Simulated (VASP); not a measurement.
Given:

```
CELL_PARAMETERS angstrom
      0.00000     3.00000     3.00000
      3.00000     0.00000     3.00000
      3.00000     3.00000     0.00000
ATOMIC_POSITIONS crystal
  Li 0.25000 0.25000 0.25000
  Li 0.75000 0.75000 0.75000
  Se 0.00000 0.00000 0.00000
```

All values below come from PBE GGA, VASP's PBE PAW potentials (set 64) (plane waves; VASP). Numerical set-up: 600 eV cut-off, 6×6×6 Γ-centred mesh, Gaussian smearing of 0.050 eV, potentials Li_sv Se.

Task: Estimate the energy per atom (σ→0), band gap (on the k-mesh) with the smallest direct gap where there is one.

Result: 
```json
{
 "band gap (on the k-mesh)": "2.97 eV",
 "smallest direct gap (on the k-mesh)": "3.40 eV",
 "energy per atom (σ→0)": "-3.711 eV/atom"
}
```

The absolute energy has meaning only against runs of the same code, potentials and settings.

The compound is Li2Se in the antifluorite structure. The cell was not relaxed at this level.
